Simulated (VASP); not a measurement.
An input for Ansatz (written as the equivalent of a VASP run, and not itself run):

Ansatz 0.2 input:
```yaml
crystal:
  lattice:
    - [0.0000000, 3.2300000, 3.2300000]
    - [3.2300000, 0.0000000, 3.2300000]
    - [3.2300000, 3.2300000, 0.0000000]
  atoms:
    - { symbol: Hg, position: [0.0000000, 0.0000000, 0.0000000] }
    - { symbol: Te, position: [0.2500000, 0.2500000, 0.2500000] }
kpoints:
  mp_grid: { grid: [7, 7, 7] }
hamiltonian:
  xc: r2scan
  dispersion: rvv10
  pseudopotentials: { kind: paw }
scf:
  occupations: { method: gaussian, width: 0.05 }
  max_iter: 100
relax:
  max_steps: 60
  f_tol: 0.01
  cell: {}
output: { forces: true, stress: true, eigenvalues: true }
```

**Question.** Translate this input to VASP (INCAR, KPOINTS, POSCAR, choice of POTCAR).

**Answer.** This is not unique; one that fits is 
INCAR:
```
ALGO = Normal
BPARAM = 11.95
CPARAM = 0.0093
EDIFF = 1E-6
EDIFFG = -0.01
ENCUT = 520
IBRION = 2
ISIF = 3
ISMEAR = 0
LASPH = .True.
LCHARG = .False.
LMAXMIX = 6
LMIXTAU = .True.
LREAL = .False.
LUSE_VDW = .True.
LWAVE = .False.
METAGGA = R2SCAN
NELM = 100
NSW = 60
PREC = Accurate
SIGMA = 0.05
SYSTEM = HgTe
```

### KPOINTS
```
Automatic mesh
0
Gamma
7 7 7
```

POSCAR:
```
HgTe
1
    0.0000000000     3.2300000000     3.2300000000
    3.2300000000     0.0000000000     3.2300000000
    3.2300000000     3.2300000000     0.0000000000
Hg Te
1 1
Direct
  0.0000000000   0.0000000000   0.0000000000
  0.2500000000   0.2500000000   0.2500000000
```

POTCAR, in this order: Hg Te (PBE.64 set). Program: vasp_std.

Limits of the translation: each code has its own PAW files, so the cut-off isn't converted (ENCUT is set for VASP's; basis.ecutwfc is left out, and Ansatz then takes the one that its files recommend); Ansatz stops its SCF on the density residual and VASP on the energy change (EDIFF).

The compound is HgTe in the zinc blende structure. This run relaxes it. Symmetry was kept, so distortions that lower it aren't found.
